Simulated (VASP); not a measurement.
Given:

```xyz
2
Lattice="0.0000 2.2967 2.2967 2.2967 0.0000 2.2967 2.2967 2.2967 0.0000" Properties=species:S:1:pos:R:3 pbc="T T T"
Na     0.0000     0.0000     0.0000
H      2.2967     2.2967     2.2967
```

These are LDA (Ceperley-Alder, Perdew-Zunger), VASP's LDA PAW potentials (set 64) (plane waves; VASP 6.6.1) values and carry that method's errors. Numerical set-up: 520 eV cut-off, 10×10×10 Γ-centred mesh, Gaussian smearing of 0.050 eV, potentials Na_pv H.

Q: The job: NaH (rock salt), 2 atoms, LDA, static run, 520 eV, 10×10×10 Γ-centred mesh. Roughly how much core time does it take on a busy server core?

A: About 3 core-seconds (one run on a shared machine, a rough figure). It had 47 irreducible k-points, 8 bands, up to 666 plane waves and 12 electronic steps.

The compound is NaH in the rock salt structure. This cell is one point of a volume scan, at 0.94 of the reference volume.
